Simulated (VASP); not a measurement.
Wanted: the native input for a VASP 6.6.1 run.

| Quantity | Value |
| --- | --- |
| Task | single point |
| Functional | PBE |
| Potentials or basis | VASP PAW PBE potentials, release 64 (K_sv, Ta_pv, P) |
| Cutoff | 520 eV |
| k mesh | 18 × 18 × 6 |
| Occupations | gaussian, width 0.1 eV |
| Spin | no spin polarisation |
| Dipole correction | no |
| Further INCAR settings | ALGO = Fast; EDIFF = 1e-06; NBANDS = 23 |

The structure of KTaP2 lies in POSCAR:

```
KTaP2
1.0
    3.5612747711      0.0000000000      0.0000000000
   -1.7806373856      3.0841544216      0.0000000000
    0.0000000000      0.0000000000      7.9878531683
K Ta P
1 1 2
Direct
    0.0000000000      0.0000000000      0.0000000000
    0.0000000000      0.0000000000      0.5000000000
    0.3333333333      0.6666666667      0.6891958561
    0.6666666667      0.3333333333      0.3108041439
```

The cell was built by a generator and needn't be a form met in nature.

The input as run:

INCAR

```
  PREC = Accurate
  ENCUT = 520
  EDIFF = 1E-6
  ISMEAR = 0
  SIGMA = 0.1
  LREAL = False
  LASPH = True
  NELM = 80
  ALGO = Fast
  ISIF = 2
  LWAVE = False
  LCHARG = False
  GGA = PE
  NBANDS = 23
```

KPOINTS

```
regular mesh
0
Gamma
  18 18 6
```

Potentials or basis: VASP PAW PBE potentials, release 64 (K_sv, Ta_pv, P).

Launch:

```bash
$ cat potpaw_PBE.64/K_sv/POTCAR potpaw_PBE.64/Ta_pv/POTCAR potpaw_PBE.64/P/POTCAR > POTCAR
$ mpirun -np 1 vasp_std > vasp.out
```

It gave:

```json
{"Pressure": "0.0 GPa", "Largest force": "0.006 eV/Å", "Band gap on the k mesh": "none (metal or under the smearing width)"}
```

Run time: 5.8 min on 1 thread of Intel(R) Xeon(R) Platinum 8559C (Emerald Rapids), with other jobs on the host, peak memory 0.52 GiB.
